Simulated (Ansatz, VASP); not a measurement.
# ZnSiW (ZnSiW in the AlB2 type) in two plane-wave programs

One calculation is typed for both programs; each brings its own data sets. How far apart do they land? The cell is generated by rule, not measured, and may not be a known phase. The cell is taken from a series of runs on this material, whose earlier steps may have relaxed, scaled, displaced or heated it; both programs get it as it stands.

Main program and level: Ansatz 0.2.0; plane waves, with VASP 6.6.1 beside it; relaxation of cell and atoms at PBE and zone-centre phonons at PBE.

The structure was built from a prototype and need not be the compound's stable phase.

**1. The structure**

Symmetry: P-6m2, No. 187, hexagonal system. The conventional cell has a = 4.326 Å, b = 4.326 Å, c = 2.625 Å, α = 90.00°, β = 90.00°, γ = 120.00°. Nearest to W lie 2 W at 2.62 Å and 6 Zn at 2.82 Å and 6 Si at 2.82 Å. Si has 3 Zn at 2.50 Å and 2 Si at 2.62 Å and 6 W at 2.82 Å nearest. Zn has 3 Si at 2.50 Å and 2 Zn at 2.62 Å and 6 W at 2.82 Å nearest. Farther neighbours are not listed.

Coordinates:

```cif
data_structure
_symmetry_space_group_name_H-M 'P 1'
_symmetry_Int_Tables_number 1
_cell_length_a 4.3262
_cell_length_b 4.3262
_cell_length_c 2.6249
_cell_angle_alpha 90.000
_cell_angle_beta 90.000
_cell_angle_gamma 120.000
_cell_volume 42.55
loop_
_atom_site_label
_atom_site_type_symbol
_atom_site_fract_x
_atom_site_fract_y
_atom_site_fract_z
_atom_site_occupancy
W1 W 0.00000 0.00000 0.00000 1
Si2 Si 0.33333 0.66667 0.50000 1
Zn3 Zn 0.66667 0.33333 0.50000 1
```

**2. Ansatz: relaxation of cell and atoms, PBE, pair 1**

Ansatz runs on its PAW soft_1 files.

The relaxed volume is the usual yardstick between codes: in a stiff, nearly cubic crystal its relative difference is about their pressure difference at one cell divided by the bulk modulus.

File input.yaml:

```yaml
crystal:
  lattice:
    - [4.3262182497, 0.0, 0.0]
    - [-2.1631091249, 3.7466149065, 0.0]
    - [0.0, 0.0, 2.6248919388]
  atoms:
    - { symbol: W, position: [0.0, 0.0, 0.0] }
    - { symbol: Si, position: [0.3333333333, 0.6666666667, 0.5] }
    - { symbol: Zn, position: [0.6666666667, 0.3333333333, 0.5] }
kpoints:
  mp_grid: { grid: [9, 9, 12] }
hamiltonian:
  xc: pbe
  pseudopotentials: { kind: paw, azcp: { folder: soft_1 } }
scf:
  occupations: { method: methfessel_paxton, width: 0.2 }
output:
  forces: true
  stress: true
  eigenvalues: true
relax:
  adjacent_minimum: "off"
  f_tol: 0.001
  max_steps: 60
  cell: { stress_tol: 0.01 }
```

Started as:

```
> ansatz run input.yaml --threads 4 --pin off --max-ram 12288MiB --backend cpu --events-out ev --progress --plain --runs-dir out
```

Numbers of over 12 decimals in the logs are rounded to 6 here.

The program printed:

```text
Engine: ansatz 0.2.0, aarch64-unknown-linux-gnu
Pseudopotentials: kind: paw
Pseudopotential: W, paw, valence charge 14, recommended cutoff 420 eV (normal), soft_1/W.paw.azcp
Pseudopotential: Si, paw, valence charge 4, recommended cutoff 420 eV (normal), soft_1/Si.paw.azcp
Pseudopotential: Zn, paw, valence charge 12, recommended cutoff 420 eV (normal), soft_1/Zn.paw.azcp
Functional definition: PBE
  parameter kappa = 0.804
  parameter beta = 0.066725
  exchange = pbe_x(kappa = kappa, mu = beta*pi^2/3)
  correlation = pbe_c(beta = beta)
Crystal: 3 atoms, lattice volume = 42.546 Å³
Basis set: ecut = 420 eV, 855 PW (Γ), exchange–correlation on 60×60×36 points (8 copies of the dense FFT grid, shifted against one another)
Bands: 19, of which v1, the nominal top of the filled ones, is band 15 counted from 1 (14 counted from 0)
Symmetry: 12 space group operations
Space group: P-6m2 (ITA 187), of the structure as read, at distance tolerance 3.5e-5 Å
k-points: 84 of 972 (time reversal used)
Non-local potential: W, projectors of the file, l = 0: 3, l = 1: 2, l = 2: 2, l = 3: 1
Non-local potential: Si, projectors of the file, l = 0: 2, l = 1: 2, l = 2: 1
Non-local potential: Zn, projectors of the file, l = 0: 2, l = 1: 2, l = 2: 3, l = 3: 1
PAW form: soft (Blöchl's): semilocal exchange-correlation on the pseudo side does not see the compensation charge
PAW one-centre angular grid: W, 590 points (default); XC on 64 Gauss nodes
PAW one-centre angular grid: Si, 110 points (default); XC on 64 Gauss nodes
PAW one-centre angular grid: Zn, 590 points (default); XC on 64 Gauss nodes
Initial density: superposition of atomic densities (chi_scale 0.1, normalization cell, long waves kept (reshape's long-wave potential 0.00 eV rms))
Initial wavefunctions: pseudopotential atomic-orbital guess
Functional: x = pbe(κ = 0.804, μ = 0.219515), c = pbe(β = 0.066725)
SCF iter   1: F=—  HF=-14340.432732 eV  |F-HF|=—  |Δ(HF+E_count)|=         —  Δρ=5.75e-2  dr2=1.83e0  ethr=3.10e-3  ⟨swp⟩=5.1  Hψ=8318  notcnv=0
preconditioner: auto → none  [metal: Δε(μ)=0.024 eV  Ē_g=8.838 eV  σ=0.200 eV  W_gap=0.10  n_scr=8 (ndim 8)  ℏωp=26.7 eV  f_vac=0.000  D(μ)=1.70/eV (n_scr^D=8)  sad-step TF]
SCF iter   2: F=—  HF=-14340.153851 eV  |F-HF|=—  |Δ(HF+E_count)|=   2.79e-1  S|Δr|=    0.00e0  Δρ=3.72e-2  dr2=8.02e-1  ethr=3.10e-3  ⟨swp⟩=2.0  Hψ=2536  notcnv=0
SCF iter   3: F=—  HF=-14339.957610 eV  |F-HF|=—  |Δ(HF+E_count)|=   1.96e-1  S|Δr|=    0.00e0  Δρ=2.72e-3  dr2=1.53e-3  ethr=2.67e-3  ⟨swp⟩=2.1  Hψ=2465  notcnv=0
SCF iter   4: F=—  HF=-14339.957301 eV  |F-HF|=—  |Δ(HF+E_count)|=   3.09e-4  S|Δr|=    0.00e0  Δρ=1.83e-3  dr2=7.69e-4  ethr=5.10e-6  ⟨swp⟩=2.0  Hψ=3402  notcnv=0
SCF iter   5: F=—  HF=-14339.957059 eV  |F-HF|=—  |Δ(HF+E_count)|=   2.43e-4  S|Δr|=    0.00e0  Δρ=5.59e-4  dr2=7.10e-5  ethr=2.56e-6  ⟨swp⟩=2.0  Hψ=2392  notcnv=0
SCF iter   6: F=—  HF=-14339.957002 eV  |F-HF|=—  |Δ(HF+E_count)|=   5.63e-5  S|Δr|=    0.00e0  Δρ=8.19e-5  dr2=8.57e-7  ethr=2.37e-7  ⟨swp⟩=2.0  Hψ=2292  notcnv=0
SCF iter   7: F=-14339.957003 eV  HF=-14339.957003 eV  |F-HF|=2.95e-8  |Δ(HF+E_count)|=   1.12e-6  S|Δr|=    0.00e0  Δρ=1.55e-5  dr2=3.25e-8  ethr=3.33e-10  ⟨swp⟩=6.4  Hψ=7720  notcnv=0
SCF 1 converged in 7 iterations: F = -14339.957003 eV  dr2 = 3.25e-8
  greatest PAW one-centre occupation: 0.999 electrons in one spin orbital (limit 2), on the W atom at site 0 (counted from 0), in its partial waves of l = 0
relax step   1: F+E_penalty+E_count = -14339.95700343 eV  Δ(F+E_penalty+E_count) = +0.000e0 eV  max|allowed force component| = 5.243e-17 eV/Å  Δτ_max = 0.0000 Å  P = -0.008 GPa  Ω = 42.546 Å³  (7 SCF iters, dr2 threshold 1.00e-7 eV, accepted)
[...]
relax step   2: F+E_penalty+E_count = -14339.95700682 eV  Δ(F+E_penalty+E_count) = -3.391e-6 eV  max|allowed force component| = 6.168e-17 eV/Å  Δτ_max = 0.0000 Å  P = +0.012 GPa  Ω = 42.543 Å³  energy of the carried Pulay correction = +1.778e-6 eV  (3 SCF iters, dr2 threshold 8.36e-9 eV, accepted)
[...]
relax step   3: F+E_penalty+E_count = -14339.95700469 eV  Δ(F+E_penalty+E_count) = +2.132e-6 eV  max|allowed force component| = 8.172e-17 eV/Å  Δτ_max = 0.0000 Å  P = -0.006 GPa  Ω = 42.547 Å³  energy of the carried Pulay correction = -4.294e-7 eV  (4 SCF iters, dr2 threshold 4.27e-10 eV, accepted)
[...]
relax step   4: F+E_penalty+E_count = -14339.95700390 eV  Δ(F+E_penalty+E_count) = +7.871e-7 eV  max|allowed force component| = 8.789e-17 eV/Å  Δτ_max = 0.0000 Å  P = -0.006 GPa  Ω = 42.547 Å³  stress off target by 7.13e-3 GPa  SCF on the basis re-selected at this cell (its energy is not comparable with the rows above)  (7 SCF iters)
basis re-selected at this cell: Δ(F+E_penalty+E_count) = +7.871e-7 eV, ΔP = +0.000 GPa vs the last step (what re-selecting the basis moved, of the pressure what is left beyond the Pulay correction that the steps carried, after the strain that the cell walked since its last selection, with what the two solves' SCF thresholds leave and, on support functions, any second-order correction that the steps lacked; it is no m [...]
SCF converged after 7 iterations
Stability not checked: this state was not tested for a lower state beside it, because cold or Methfessel-Paxton smearing, or corrected tetrahedra, fill the levels in a way that the test cannot read (fill_not_monotonic; see scf.lower_state_search)
Free energy (F): -14339.957004 eV
Harris-Foulkes:  -14339.957004 eV  (|F-HF|=1.82e-12)
Internal energy: -14339.952378 eV  (E = F + TS)
E sigma→0 (E₀):  -14339.955847 eV
Entropy (-TS):   -0.004626 eV (-1.542 meV/atom)
Fermi energy:    16.252283 eV
--- Per-component energies (eV) ---
  E_band       = -23.141150
  E_kinetic    = 614.957830
  E_local      = -2608.167255  (includes V_loc(G=0)·N_el)
  E_nonlocal   = 811.988914
  E_hartree    = 1035.544741
  E_xc         = -404.637880
  E_vxc        = -333.112733  (∫ρ·V_xc dr)
  E_paw        = -10984.491784  (= ΣΔE_a)
  E_vpaw       = -579.897339  (= ΣTr[D̂ρ^β])
  E_aug_tail   = -0.000062  (compensation charges beyond the density's cutoff)
  E_ewald      = -2805.146881
  E_smearing   = -0.004626  (= −TS)
  E_closure    = -0.000000  (closes the sum)
  Σ components = -14339.957004   (vs F -14339.957004, Δ=0.00e0)
--- Forces (eV/Å), atoms counted from 1 ---
  atom   1  W      0.00000000     0.00000000     0.00000000
  atom   2  Si     0.00000000    -0.00000000    -0.00000000
  atom   3  Zn    -0.00000000    -0.00000000    -0.00000000
  max |Σ_I F_I| component: 6.94e-17 eV/Å
--- Stress (GPa, compression-positive) ---
       -0.007131      -0.000000      -0.000000
       -0.000000      -0.007131      -0.000000
       -0.000000      -0.000000      -0.004422
  P = ⅓ Tr σ = -0.0062 GPa (-0.062 kbar)
--- Band table (eV; the first three rows and the last of 84) ---
  k-point 0: bands = [... 11 lower, 11.3832, 11.8723, 14.2564, 16.9766, 16.9766, 18.8567, 18.8567, 21.2299]
  k-point 1: bands = [... 11 lower, 11.5432, 12.2218, 14.3833, 16.3765, 16.3765, 19.3962, 19.3962, 21.1578]
  k-point 2: bands = [... 11 lower, 11.9964, 13.1419, 14.7674, 15.3280, 15.3280, 19.2389, 20.2966, 20.2966]
  k-point 83: bands = [... 11 lower, 11.3899, 13.7202, 14.0150, 15.6152, 16.8035, 17.4169, 17.9751, 18.5132]
--- Relaxed structure (3 steps of the walk, 3 accepted, 1 SCFs on fresh bases) ---
  F+E_penalty+E_count = -14339.95700390 eV   max|allowed force component| = 8.789e-17 eV/Å   (the final SCF, on the basis selected at the relaxed cell)
  cell:  # Å, volume = 42.5475 Å³
    - [4.326659, 2.8870637997066756e-11, 0.0]
    - [-2.163329, 3.746996, 0.0]
    - [0.0, 0.0, 2.624446]
  atoms:
    - { symbol: W, position: [0, 0, 0.0] }
    - { symbol: Si, position: [0.333333, 0.666667, 0.5] }
    - { symbol: Zn, position: [0.666667, 0.333333, 0.5] }
```

**3. VASP: relaxation of cell and atoms, PBE, pair 1**

The same cell, functional, mesh and smearing now go to VASP, with its own data sets.

Lines of VASP's logs that name or quote its potential files are left out, and so is its time.

File INCAR:

```
SYSTEM = ZnSiW
PREC = Accurate
ENCUT = 600
EDIFF = 1E-07
NELM = 120
ISMEAR = 1
SIGMA = 0.2
LREAL = .FALSE.
ALGO = Normal
GGA = PE
NBANDS = 17
LASPH = .TRUE.
LORBIT = 11
LWAVE = .FALSE.
LCHARG = .FALSE.
ISIF = 3
IBRION = 2
NSW = 80
EDIFFG = -0.005
GGA_COMPAT = .FALSE.
NELMIN = 4
KPAR = 2
```

File POSCAR:

```
ZnSiW
1.0
    4.3262180000      0.0000000000      0.0000000000
   -2.1631090000      3.7466150000      0.0000000000
    0.0000000000      0.0000000000      2.6248920000
W Si Zn
1 1 1
Direct
    0.0000000000      0.0000000000      0.0000000000
    0.3333332888      0.6666665777      0.5000000000
    0.6666667112      0.3333334223      0.5000000000
```

File KPOINTS:

```
Automatic mesh
0
Gamma
9 9 12
0 0 0
```

Potentials, in the order of the species: W, Si and Zn (PBE family, release 64).

Started as:

```
> mpirun -np 2 vasp_std
```

The program printed:

```text
[banner, memory and clock lines left out]
running    2 mpi-ranks, on    1 nodes
 distrk:  each k-point on    1 cores,    2 groups
 distr:  one band on    1 cores,    1 groups

 POSCAR found type information on POSCAR W SiZn
 POSCAR found :  3 types and       3 ions
 LDA part: xc-table for (Slater+PW92), standard interpolation
 POSCAR, INCAR and KPOINTS ok, starting setup
 FFT: planning ... GRIDC
 FFT: planning ... GRID_SOFT
 FFT: planning ... GRID
 WAVECAR not read
 entering main loop
       N       E                     dE             d eps       ncg     rms          rms(c)
DAV:   1     0.106710393919E+03    0.10671E+03   -0.11435E+04  2856   0.169E+03
DAV:   2    -0.116609818880E+02   -0.11837E+03   -0.11458E+03  3036   0.327E+02
DAV:   3    -0.195974919526E+02   -0.79365E+01   -0.77312E+01  3751   0.808E+01
DAV:   4    -0.197310553440E+02   -0.13356E+00   -0.13287E+00  3261   0.881E+00
DAV:   5    -0.197323346969E+02   -0.12794E-02   -0.12791E-02  3660   0.899E-01    0.195E+01
DAV:   6    -0.188782177875E+02    0.85412E+00   -0.31982E+00  3703   0.431E+01    0.995E+00
DAV:   7    -0.187705768305E+02    0.10764E+00   -0.41156E-01  3360   0.108E+01    0.374E+00
DAV:   8    -0.187458483851E+02    0.24728E-01   -0.65205E-02  3697   0.475E+00    0.557E-01
DAV:   9    -0.187450574693E+02    0.79092E-03   -0.86426E-03  3762   0.127E+00    0.281E-01
DAV:  10    -0.187449351998E+02    0.12227E-03   -0.75203E-04  3482   0.347E-01    0.114E-01
DAV:  11    -0.187449138988E+02    0.21301E-04   -0.12949E-04  3592   0.160E-01    0.248E-02
DAV:  12    -0.187449130787E+02    0.82005E-06   -0.15728E-05  3826   0.570E-02    0.156E-02
DAV:  13    -0.187449130898E+02   -0.11059E-07   -0.16734E-06  3308   0.884E-03    0.153E-03
DAV:  14    -0.187449128209E+02    0.26892E-06   -0.63943E-08  1617   0.449E-03    0.180E-03
DAV:  15    -0.187449126989E+02    0.12200E-06   -0.28870E-08  1503   0.211E-03    0.302E-04
DAV:  16    -0.187449126994E+02   -0.49022E-09   -0.33152E-09  1492   0.720E-04
   1 F= -.18744913E+02 E0= -.18743338E+02  d E =-.187449E+02
[...]
2 F= -.18744552E+02 E0= -.18742926E+02  d E =0.360380E-03
[...]
3 F= -.18745547E+02 E0= -.18743947E+02  d E =-.633964E-03
[...]
4 F= -.18745546E+02 E0= -.18743947E+02  d E =-.633784E-03
 curvature:  -0.22 expect dE=-0.229E-04 dE for cont linesearch -0.117E-07
 trial: gam= 0.03286 g(F)=  0.171E-43 g(S)=  0.104E-03 ort = 0.122E-04 (trialstep = 0.888E+00)
 search vector abs. value=  0.108E-03
 bond charge predicted
       N       E                     dE             d eps       ncg     rms          rms(c)
DAV:   1    -0.187458323940E+02   -0.28587E-03   -0.63421E-03  3160   0.974E-01    0.113E-01
DAV:   2    -0.187456454591E+02    0.18693E-03   -0.65909E-04  3698   0.636E-01    0.555E-02
DAV:   3    -0.187455994683E+02    0.45991E-04   -0.54488E-05  3712   0.145E-01    0.256E-02
DAV:   4    -0.187455861912E+02    0.13277E-04   -0.18983E-05  3614   0.729E-02    0.699E-03
DAV:   5    -0.187455855232E+02    0.66795E-06   -0.27324E-06  3602   0.180E-02    0.361E-03
DAV:   6    -0.187455855179E+02    0.53542E-08   -0.20884E-07  2196   0.494E-03
   5 F= -.18745586E+02 E0= -.18743991E+02  d E =-.390345E-04
 trial-energy change:   -0.000039  1 .order   -0.000041   -0.000093    0.000011
 step:   0.7862(harm=  0.7973)  dis= 0.00000  next Energy=   -18.745586 (dE=-0.396E-04)
 reached required accuracy - stopping structural energy minimisation
```

OUTCAR, selected parts (step 3):

```text
ion  position               nearest neighbor table
   1  0.000  0.000  0.000-   2 2.82   2 2.82   3 2.82   3 2.82   2 2.82   3 2.82   2 2.82   3 2.82
                             3 2.82   3 2.82   2 2.82   2 2.82
   2  0.333  0.667  0.500-   3 2.50   3 2.50   3 2.50   1 2.82   1 2.82   1 2.82   1 2.82   1 2.82
                             1 2.82
   3  0.667  0.333  0.500-   2 2.50   2 2.50   2 2.50   1 2.82   1 2.82   1 2.82   1 2.82   1 2.82
                             1 2.82

  LATTYP: Found a hexagonal cell.
 ALAT       =     4.3262180000
 C/A-ratio  =     0.6067405757

 Subroutine GETGRP returns: Found 12 space group operations
 (whereof 12 operations were pure point group operations)

The static configuration has the point symmetry D_3h.

 Found     84 irreducible k-points:

   k-points           NKPTS =     84   k-points in BZ     NKDIM =     84   number of bands    NBANDS=     17

   dimension x,y,z NGX =    36 NGY =   36 NGZ =   24
   dimension x,y,z NGXF=    72 NGYF=   72 NGZF=   48

   ENCUT  =  600.0 eV  44.10 Ry    6.64 a.u.   8.64  8.64  5.24*2*pi/ulx,y,z

   NELECT =      22.0000    total number of electrons

 k-points in reciprocal lattice and weights: Automatic mesh
   0.00000000  0.00000000  0.00000000       0.001
   0.11111111  0.00000000  0.00000000       0.006
   0.22222222  0.00000000  0.00000000       0.006
   0.33333333  0.00000000  0.00000000       0.006
   0.44444444  0.00000000  0.00000000       0.006
   0.11111111  0.11111111  0.00000000       0.006
   0.22222222  0.11111111  0.00000000       0.012
   0.33333333  0.11111111  0.00000000       0.012
   0.44444444  0.11111111  0.00000000       0.006
[...]
0.33333333  0.22222222  0.50000000       0.012
   0.33333333  0.33333333  0.50000000       0.002

 average (electrostatic) potential at core
       1 -37.8815       2 -82.5068       3 -32.4184

 E-fermi :   7.8269

 k-point     1 :       0.0000    0.0000    0.0000
  band No.  band energies     occupation
    ...
      6       0.2894      2.00000
      7       2.9417      2.00000
      8       2.9417      2.00000
      9       3.4192      2.00000
     10       5.8251      2.00000
     11       8.5461     -0.00000
     12       8.5462     -0.00000
     13      10.4511     -0.00000
     14      10.4511     -0.00000
     15      12.7984      0.00000
    ...

 k-point     2 :       0.1111    0.0000    0.0000
  band No.  band energies     occupation
    ...
      6       0.2893      2.00000
      7       2.3568      2.00000
      8       3.0017      2.00000
      9       3.5234      2.00000
     10       6.4933      2.00000
     11       7.9259      0.26522
     12       8.2860     -0.00550
     13      10.3715     -0.00000
     14      10.4451     -0.00000
     15      13.0684      0.00000
    ...

 k-point     3 :       0.2222    0.0000    0.0000
  band No.  band energies     occupation
    ...
      7       1.4596      2.00000
      8       3.1753      2.00000
      9       3.4620      2.00000
     10       6.7686      2.00000
     11       7.6812      1.93893
     12       8.0695     -0.07087
     13      10.1931     -0.00000
     14      10.4303     -0.00000
     15      13.3075      0.00000
     16      13.7946      0.00000
    ...

  Total       -0.0066507     -0.0066507      0.0020261      0.0000000     -0.0000000     -0.0000000
  in kB       -0.2513339     -0.2513340      0.0765673      0.0000000     -0.0000000     -0.0000000
  external PRESSURE =      -0.1420335 kB  Pullay stress =       0.0000000 kB

  energy-cutoff  :      600.00
  volume of cell :       42.40
      direct lattice vectors                 reciprocal lattice vectors
     4.325858938  0.000000000  0.000000000     0.231167963  0.133464875  0.000000000
    -2.162929469  3.746304043 -0.000000000    -0.000000000  0.266929750  0.000000000
    -0.000000000 -0.000000000  2.616065108    -0.000000000  0.000000000  0.382253483

 POSITION                                       TOTAL-FORCE (eV/Angst)
 -----------------------------------------------------------------------------------
      2.16293      3.74630      2.61607         0.000000     -0.000000      0.000000
     -0.00000      2.49754      1.30803        -0.000000     -0.000000     -0.000000
      2.16293      1.24877      1.30803        -0.000000      0.000000     -0.000000
 -----------------------------------------------------------------------------------
    total drift:                               -0.000001     -0.000103     -0.000000

  FREE ENERGIE OF THE ION-ELECTRON SYSTEM (eV)
  ---------------------------------------------------
  free  energy   TOTEN  =       -18.7455855179 eV

  energy  without entropy=      -18.7408022796  energy(sigma->0) =      -18.74399111

 reached required accuracy - stopping structural energy minimisation

 total charge
# of ion       s       p       d       tot
------------------------------------------
    1        0.583   0.560   4.257   5.400
    2        0.720   0.827   0.000   1.547
    3        0.597   0.644   9.746  10.988
--------------------------------------------------
tot          1.900   2.031  14.003  17.935

[... 3 further parts left out ...]
```

CONTCAR:

```
ZnSiW
   1.00000000000000
     4.3258589379143526    0.0000000000000000    0.0000000000000000
    -2.1629294689571763    3.7463040430341294   -0.0000000000000000
    -0.0000000000000000   -0.0000000000000000    2.6160651076310368
  W               Si              Zn
     1     1     1
Direct
     1.0000000000000000    1.0000000000000000    1.0000000000000000
     0.3333332887999987    0.6666665776999992    0.5000000000000000
     0.6666667112000013    0.3333334223000008    0.5000000000000000
```

**4. Comparison**

Known differences besides the potentials themselves: the data sets hold 30 valence electrons in Ansatz (on its PAW soft_1 files) and 22 in VASP; the cutoff is 420 eV in Ansatz and 600 eV in VASP; Ansatz adds a Pulay correction to the stress that steers its cell, VASP none. Total energies have different zeros and are not compared.

The two programs side by side:

```csv
quantity,Ansatz,VASP,difference
volume (Å³),42.55,42.40,+0.36 %
"edge a after relaxation, in the typed setting (Å)",4.327,4.326,+0.02 %
"edge c after relaxation, in the typed setting (Å)",2.624,2.616,+0.32 %
```

(Part 1 of 2 ends here.)

[Lines on the potential files, build, host, timing and source positions are cut from VASP's logs without a mark.]

[Logs are printed without paths, hosts, clocks, repeated set-up lines and the standing remarks that a program may print on its own settings, such as how far it seeks lower states.]

[Hosts, paths, dates, database ids (printed as entryN), source tags and the programs' standing remarks are cut or masked in the printed files.]
